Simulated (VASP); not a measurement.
**MgO: input slips in a band-gap run and what they do**

Some runs for the gap of MgO get a fault in the input on purpose. Which of them show, and how? The starting structure is a cell with measured lattice constants from the literature and the atomic positions of a Crystallography Open Database entry. Cell and atoms stay as given unless a step says otherwise.

Method: Kohn-Sham DFT with plane waves and PAW; LDA, in VASP 6.6.1.

## Step 1: The structure

It takes space group Fm-3m (No. 225, cubic). Conventional cell: a = 4.213 Å, b = 4.213 Å, c = 4.213 Å, α = 90.00°, β = 90.00°, γ = 90.00°. Nearest to Mg lie 6 O at 2.11 Å. O has 6 Mg at 2.11 Å nearest. Farther neighbours and most contacts between anions are not listed.

## Step 2: Reference bands

The input, INCAR:

```
SYSTEM = MgO
PREC = Accurate
ENCUT = 460
EDIFF = 1E-06
NELM = 100
ISMEAR = 0
SIGMA = 0.03
LREAL = .FALSE.
ALGO = Normal
GGA = CA
NBANDS = 16
LORBIT = 11
LWAVE = .FALSE.
LCHARG = .FALSE.
KPAR = 4
LASPH = .TRUE.
```

The input, POSCAR:

```
MgO
1.0
    0.0000000000      2.1064000000      2.1064000000
    2.1064000000      0.0000000000      2.1064000000
    2.1064000000      2.1064000000      0.0000000000
Mg O
1 1
Direct
    0.0000000000      0.0000000000      0.0000000000
    0.5000000000      0.5000000000      0.5000000000
```

The input, KPOINTS:

```
Automatic mesh
0
Gamma
8 8 8
0 0 0
```

The input, KPOINTS_OPT:

```
Line mode
10
Line-mode
Reciprocal
  0.00000000   0.00000000   0.00000000 GAMMA
  0.50000000   0.00000000   0.50000000 X

  0.50000000   0.00000000   0.50000000 X
  0.50000000   0.25000000   0.75000000 W

  0.50000000   0.25000000   0.75000000 W
  0.37500000   0.37500000   0.75000000 K

  0.37500000   0.37500000   0.75000000 K
  0.00000000   0.00000000   0.00000000 GAMMA

  0.00000000   0.00000000   0.00000000 GAMMA
  0.50000000   0.50000000   0.50000000 L

  0.50000000   0.50000000   0.50000000 L
  0.62500000   0.25000000   0.62500000 U

  0.62500000   0.25000000   0.62500000 U
  0.50000000   0.25000000   0.75000000 W

  0.50000000   0.25000000   0.75000000 W
  0.50000000   0.50000000   0.50000000 L

  0.50000000   0.50000000   0.50000000 L
  0.37500000   0.37500000   0.75000000 K

  0.62500000   0.25000000   0.62500000 U
  0.50000000   0.00000000   0.50000000 X
```

Potentials, in the order of the species: Mg and O (LDA family, release 64).

On the command line:

```console
$ mpirun -np 4 vasp_std
```

Log:

```text
[banner, memory and clock lines left out]
running    4 mpi-ranks, on    1 nodes
 distrk:  each k-point on    1 cores,    4 groups
 distr:  one band on    1 cores,    1 groups

 POSCAR found type information on POSCAR MgO
 POSCAR found :  2 types and       2 ions
 LDA part: xc-table for (Slater(with rela. corr.)+CA(PZ))
 , standard interpolation
 POSCAR, INCAR and KPOINTS ok, starting setup
 FFT: planning ... GRIDC
 FFT: planning ... GRID_SOFT
 FFT: planning ... GRID
 WAVECAR not read
 entering main loop
       N       E                     dE             d eps       ncg     rms          rms(c)
DAV:   1     0.122603277912E+02    0.12260E+02   -0.40478E+03  1048   0.398E+02
DAV:   2    -0.145035971270E+02   -0.26764E+02   -0.25903E+02  1272   0.110E+02
DAV:   3    -0.149941778155E+02   -0.49058E+00   -0.49039E+00  1048   0.115E+01
DAV:   4    -0.149949671905E+02   -0.78938E-03   -0.78936E-03  1256   0.551E-01
DAV:   5    -0.149949691618E+02   -0.19713E-05   -0.19714E-05  1064   0.247E-02    0.702E+00
DAV:   6    -0.134895712770E+02    0.15054E+01   -0.74173E+00   976   0.109E+01    0.219E+00
DAV:   7    -0.134538408810E+02    0.35730E-01   -0.71691E-02  1064   0.159E+00    0.132E+00
DAV:   8    -0.134296131117E+02    0.24228E-01   -0.38490E-02  1080   0.137E+00    0.337E-01
DAV:   9    -0.134286169696E+02    0.99614E-03   -0.12657E-03  1072   0.199E-01    0.144E-01
DAV:  10    -0.134284469759E+02    0.16999E-03   -0.30361E-04  1072   0.113E-01    0.980E-03
DAV:  11    -0.134284456497E+02    0.13262E-05   -0.11646E-05  1152   0.158E-02    0.381E-03
DAV:  12    -0.134284455708E+02    0.78922E-07   -0.31988E-07   544   0.334E-03
   1 F= -.13428446E+02 E0= -.13428446E+02  d E =-.225502E-44
 Start KPOINTS_OPT (optional k-point list driver)
k-point batch [1-29\100]
       N       E                     dE             ncg
DAV:   1     0.104046165912E+03   -0.89014E+04     1072
DAV:   2    -0.590053064025E+03   -0.69410E+03     1248
DAV:   3    -0.601168733990E+03   -0.11116E+02     1192
DAV:   4    -0.601189017345E+03   -0.20283E-01     1256
DAV:   5    -0.601189069636E+03   -0.52291E-04     1112
DAV:   6    -0.601189069786E+03   -0.15090E-06     1032
[...]
k-point batch [88-100\100]
       N       E                     dE             ncg
DAV:   1     0.552094356414E+04   -0.48734E+04      488
DAV:   2     0.521959194848E+04   -0.30135E+03      584
DAV:   3     0.521535362683E+04   -0.42383E+01      528
DAV:   4     0.521534642337E+04   -0.72035E-02      528
DAV:   5     0.521534640465E+04   -0.18720E-04      520
DAV:   6     0.521534640460E+04   -0.53458E-07      456
```

The job ended after 2.8 s (4 MPI ranks of Intel Xeon 6975P-C (Granite Rapids), shared host; peak memory 0.49 GiB; 9.1 s of CPU time).

The logs omit lines about the potential files and the build; timing stands in the text.

OUTCAR, selected parts (step 2):

```text
ion  position               nearest neighbor table
   1  0.000  0.000  0.000-   2 2.11   2 2.11   2 2.11   2 2.11   2 2.11   2 2.11
   2  0.500  0.500  0.500-   1 2.11   1 2.11   1 2.11   1 2.11   1 2.11   1 2.11

  LATTYP: Found a face centered cubic cell.
 ALAT       =     4.2128000000

 Subroutine GETGRP returns: Found 48 space group operations
 (whereof 48 operations were pure point group operations)

The static configuration has the point symmetry O_h .

 Found     29 irreducible k-points:

   k-points           NKPTS =     29   k-points in BZ     NKDIM =     29   number of bands    NBANDS=     16

   dimension x,y,z NGX =    24 NGY =   24 NGZ =   24
   dimension x,y,z NGXF=    48 NGYF=   48 NGZF=   48

   ENCUT  =  460.0 eV  33.81 Ry    5.81 a.u.   5.21  5.21  5.21*2*pi/ulx,y,z

   NELECT =       8.0000    total number of electrons

 k-points in reciprocal lattice and weights: Automatic mesh
   0.00000000  0.00000000  0.00000000       0.002
   0.12500000  0.00000000  0.00000000       0.016
   0.25000000  0.00000000  0.00000000       0.016
   0.37500000  0.00000000  0.00000000       0.016
   0.50000000  0.00000000  0.00000000       0.008
   0.12500000  0.12500000  0.00000000       0.012
   0.25000000  0.12500000  0.00000000       0.047
   0.37500000  0.12500000  0.00000000       0.047
   0.50000000  0.12500000  0.00000000       0.047
[...]
-0.37500000  0.50000000  0.12500000       0.023
  -0.25000000  0.50000000  0.25000000       0.012

 average (electrostatic) potential at core
       1 -35.1351       2 -70.7733

 E-fermi :   3.1655

 k-point     1 :       0.0000    0.0000    0.0000
  band No.  band energies     occupation
      1     -14.1214      2.00000
      2       2.8753      2.00000
      3       2.8753      2.00000
      4       2.8753      2.00000
      5       7.5282      0.00000
      6      18.4000      0.00000
      7      18.4000      0.00000
      8      18.4000      0.00000
      9      22.4226      0.00000
    ...

 k-point     2 :       0.1250    0.0000    0.0000
  band No.  band energies     occupation
      1     -13.9516      2.00000
      2       1.9094      2.00000
      3       2.7701      2.00000
      4       2.7701      2.00000
      5       8.4350      0.00000
      6      16.7507      0.00000
      7      18.7573      0.00000
      8      18.7573      0.00000
      9      23.0669      0.00000
    ...

 k-point     3 :       0.2500    0.0000    0.0000
  band No.  band energies     occupation
      1     -13.5079      2.00000
      2       0.1808      2.00000
      3       2.5280      2.00000
      4       2.5280      2.00000
      5       9.8506      0.00000
      6      15.2281      0.00000
      7      19.2356      0.00000
      8      19.2356      0.00000
      9      22.6788      0.00000
    ...

  Total       -0.9911205     -0.9911205     -0.9911205      0.0000000      0.0000000     -0.0000000
  in kB      -84.9541347    -84.9541347    -84.9541347      0.0000000      0.0000000     -0.0000000
  external PRESSURE =     -84.9541347 kB  Pullay stress =       0.0000000 kB

  energy-cutoff  :      460.00
  volume of cell :       18.69
      direct lattice vectors                 reciprocal lattice vectors
     0.000000000  2.106400000  2.106400000    -0.237371819  0.237371819  0.237371819
     2.106400000  0.000000000  2.106400000     0.237371819 -0.237371819  0.237371819
     2.106400000  2.106400000  0.000000000     0.237371819  0.237371819 -0.237371819

 POSITION                                       TOTAL-FORCE (eV/Angst)
 -----------------------------------------------------------------------------------
      0.00000      0.00000      0.00000         0.000000      0.000000     -0.000000
      2.10640      2.10640      2.10640         0.000000      0.000000      0.000000
 -----------------------------------------------------------------------------------
    total drift:                               -0.000000     -0.000000      0.000000

  FREE ENERGIE OF THE ION-ELECTRON SYSTEM (eV)
  ---------------------------------------------------
  free  energy   TOTEN  =       -13.4284455708 eV

  energy  without entropy=      -13.4284455708  energy(sigma->0) =      -13.42844557

 total charge
# of ion       s       p       d       tot
------------------------------------------
    1        0.154   0.188   0.080   0.422
    2        1.537   3.538   0.000   5.075
--------------------------------------------------
tot          1.691   3.726   0.080   5.497

[... 3 further parts left out ...]
```

At this level the cell is under a tension of 8.5 GPa, so at these settings it is away from equilibrium.

The reference gap is 4.653 eV.

## Step 3: Bands with a k mesh far too coarse and no band path

A slip made on purpose: a k mesh far too coarse and no band path. Against step 2 the input has a 3×3×3 mesh and no band path (also changed: NELM, NBANDS, KPAR and NCORE).

The input, INCAR:

```
SYSTEM = MgO
PREC = Accurate
ENCUT = 460
EDIFF = 1E-06
NELM = 60
ISMEAR = 0
SIGMA = 0.03
LREAL = .FALSE.
ALGO = Normal
GGA = CA
NBANDS = 10
LORBIT = 11
LWAVE = .FALSE.
LCHARG = .FALSE.
KPAR = 2
NCORE = 2
LASPH = .TRUE.
```

POSCAR is that of step 2.

The input, KPOINTS:

```
Automatic mesh
0
Gamma
3 3 3
0 0 0
```

On the command line:

```console
$ mpirun -np 4 vasp_std
```

Log:

```text
[banner, memory and clock lines left out]
running    4 mpi-ranks, on    1 nodes
[...]
LDA part: xc-table for (Slater(with rela. corr.)+CA(PZ))
 , standard interpolation
 POSCAR, INCAR and KPOINTS ok, starting setup
[...]
entering main loop
       N       E                     dE             d eps       ncg     rms          rms(c)
DAV:   1     0.555975877101E+01    0.55598E+01   -0.45495E+03    96   0.657E+02
DAV:   2    -0.146081336234E+02   -0.20168E+02   -0.20041E+02    86   0.122E+02
DAV:   3    -0.149605493475E+02   -0.35242E+00   -0.35229E+00    98   0.142E+01
DAV:   4    -0.149612262739E+02   -0.67693E-03   -0.67692E-03    98   0.754E-01
[...]
DAV:   9    -0.133325778451E+02    0.15147E-03   -0.19120E-04    90   0.112E-01    0.114E-01
DAV:  10    -0.133324993478E+02    0.78497E-04   -0.18827E-04    80   0.126E-01    0.862E-03
DAV:  11    -0.133324984999E+02    0.84790E-06   -0.34937E-06    78   0.103E-02
   1 F= -.13332498E+02 E0= -.13332498E+02  d E =-.174303E-23
```

Elapsed: 1 s, on 4 MPI ranks; peak memory 0.4 GiB; 2 s of CPU time.

Parts of OUTCAR (step 3):

```text
  Total       -0.9285335     -0.9285335     -0.9285335      0.0000000     -0.0000000      0.0000000
  in kB      -79.5894739    -79.5894739    -79.5894739      0.0000000     -0.0000000      0.0000000
  external PRESSURE =     -79.5894739 kB  Pullay stress =       0.0000000 kB

 POSITION                                       TOTAL-FORCE (eV/Angst)
 -----------------------------------------------------------------------------------
      0.00000      0.00000      0.00000         0.000000     -0.000000      0.000000
      2.10640      2.10640      2.10640        -0.000000      0.000000     -0.000000
 -----------------------------------------------------------------------------------
    total drift:                               -0.000000     -0.000000      0.000000

  FREE ENERGIE OF THE ION-ELECTRON SYSTEM (eV)
  ---------------------------------------------------
  free  energy   TOTEN  =       -13.3324984999 eV

  energy  without entropy=      -13.3324984999  energy(sigma->0) =      -13.33249850

[... 1 part as in an earlier step ...]

[... 2 further parts left out ...]
[key lines of the parts left out:]
E-fermi :   3.1677
```

With a k mesh far too coarse and no band path the gap is 4.599 eV, -0.054 eV from the reference, read on the mesh alone.

## Step 4: Bands with one electron missing

A slip made on purpose: one electron missing. Against step 2 the input has NELECT = 7 (also changed: NELM).

Changes to INCAR since step 3:

```diff
@@ -10,3 +10,3 @@
 GGA = CA
-NBANDS = 10
+NBANDS = 16
 LORBIT = 11
@@ -14,4 +14,4 @@
 LCHARG = .FALSE.
-KPAR = 2
-NCORE = 2
+KPAR = 4
 LASPH = .TRUE.
+NELECT = 7
```

POSCAR is that of step 3.

The input, KPOINTS:

```
Automatic mesh
0
Gamma
8 8 8
0 0 0
```

KPOINTS_OPT is that of step 2.

On the command line:

```console
$ mpirun -np 4 vasp_std
```

Log:

```text
[... set-up lines as in an earlier step ...]
 entering main loop
       N       E                     dE             d eps       ncg     rms          rms(c)
DAV:   1     0.704990290373E+01    0.70499E+01   -0.31985E+03  1048   0.310E+02
DAV:   2    -0.142581275381E+02   -0.21308E+02   -0.20758E+02  1272   0.930E+01
DAV:   3    -0.146507458337E+02   -0.39262E+00   -0.39201E+00  1048   0.997E+00
DAV:   4    -0.146514528202E+02   -0.70699E-03   -0.70697E-03  1256   0.488E-01
DAV:   5    -0.146514546469E+02   -0.18267E-05   -0.18268E-05  1064   0.222E-02BRMIX: very serious problems
 the old and the new charge density differ
 old charge density:     8.00000 new    7.00000
BRMIX: very serious problems
 the old and the new charge density differ
 old charge density:     8.00000 new    7.00000
BRMIX: very serious problems
 the old and the new charge density differ
 old charge density:     8.00000 new    7.00000
BRMIX: very serious problems
 the old and the new charge density differ
 old charge density:     8.00000 new    7.00000
    0.274E+00
[...]
DAV:  11    -0.150563811588E+02    0.60459E-02   -0.16872E-02   976   0.605E-01    0.274E-01
DAV:  12    -0.150559861740E+02    0.39498E-03   -0.94790E-04  1112   0.168E-01    0.115E-01
DAV:  13    -0.150558876927E+02    0.98481E-04   -0.18538E-04  1000   0.797E-02    0.611E-03
DAV:  14    -0.150558873455E+02    0.34723E-06   -0.62673E-06  1080   0.116E-02
   1 F= -.15055887E+02 E0= -.15055356E+02  d E =-.106309E-02
 Start KPOINTS_OPT (optional k-point list driver)
k-point batch [1-29\100]
       N       E                     dE             ncg
DAV:   1    -0.347575350642E+03   -0.75560E+04     1072
DAV:   2    -0.900660158829E+03   -0.55308E+03     1240
DAV:   3    -0.910534011083E+03   -0.98739E+01     1176
DAV:   4    -0.910553892937E+03   -0.19882E-01     1256
DAV:   5    -0.910553946947E+03   -0.54010E-04     1120
DAV:   6    -0.910553947110E+03   -0.16339E-06     1008
[...]
k-point batch [88-100\100]
       N       E                     dE             ncg
DAV:   1     0.415936789579E+04   -0.40591E+04      488
DAV:   2     0.391532401982E+04   -0.24404E+03      584
DAV:   3     0.391162666643E+04   -0.36974E+01      520
DAV:   4     0.391161951640E+04   -0.71500E-02      536
DAV:   5     0.391161949667E+04   -0.19729E-04      520
DAV:   6     0.391161949661E+04   -0.59128E-07      456
```

The job ended after 2.8 s (4 MPI ranks; peak memory 0.5 GiB; 9.1 s of CPU time).

From OUTCAR (step 4):

```text
  Total       -7.6588975     -7.6588975     -7.6588975     -0.0000000     -0.0000000     -0.0000000
  in kB     -656.4842379   -656.4842379   -656.4842379     -0.0000000     -0.0000000     -0.0000000
  external PRESSURE =    -656.4842379 kB  Pullay stress =       0.0000000 kB

 POSITION                                       TOTAL-FORCE (eV/Angst)
 -----------------------------------------------------------------------------------
      0.00000      0.00000      0.00000        -0.000000     -0.000000      0.000000
      2.10640      2.10640      2.10640         0.000000      0.000000      0.000000
 -----------------------------------------------------------------------------------
    total drift:                               -0.000000     -0.000000      0.000000

  FREE ENERGIE OF THE ION-ELECTRON SYSTEM (eV)
  ---------------------------------------------------
  free  energy   TOTEN  =       -15.0558873455 eV

  energy  without entropy=      -15.0548242588  energy(sigma->0) =      -15.05535580

[... 2 parts as in an earlier step ...]

[... 1 further part left out ...]
[key lines of the parts left out:]
E-fermi :   0.6071
```

With one electron missing there is no gap to read, since by its occupations the run counts as a metal (its levels may still leave one).

(Part 1 of 2 ends here.)

[Lines on the potential files, build, host, timing and source positions are cut from VASP's logs without a mark.]

[Logs are printed without paths, hosts, clocks, repeated set-up lines and the standing remarks that a program may print on its own settings, such as how far it seeks lower states.]

[Hosts, paths, dates, database ids (printed as entryN), source tags and the programs' standing remarks are cut or masked in the printed files.]
